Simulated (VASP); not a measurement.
Consider the following.

```xyz
8
Lattice="0.0000 2.1111 2.1111 2.1111 0.0000 2.1111 8.4672 8.4672 -0.0227" Properties=species:S:1:pos:R:3 pbc="T T T"
Ti     8.4661     8.4661    -0.0216
Ti     4.2407     4.2407     4.2039
Ti     4.2209     4.2209     0.0014
Ti     8.4627     8.4627     4.2042
N      2.1310     2.1310     2.0912
N      4.2308     4.2308     2.1026
N      6.3305     6.3305     2.1140
C      8.4644     8.4644     2.0913
```

Method: PBEsol GGA, VASP's PBE PAW potentials (set 64) (plane waves; VASP 6.6.1). Numerical set-up: 520 eV cut-off, 14×14×4 Γ-centred mesh, tetrahedra with Blöchl corrections, potentials Ti_sv N C.

Question: Predict the energy per atom (σ→0), band gap (on the k-mesh) with the smallest direct gap where there is one.

Answer: 
```
Item                                                         Value
------------------------  ----------------------------------------
band gap (on the k-mesh)  none (metal, semimetal or under 0.01 eV)
energy per atom (σ→0)                              -10.283 eV/atom
```

Only differences to runs with the same potentials and settings are physical.

The structure was generated: Ti4CN3 was put into an ordered model structure (R-3m), which need not be its known phase. It was relaxed first. The electron count is odd and the run is not spin-polarised, which forces a metal.
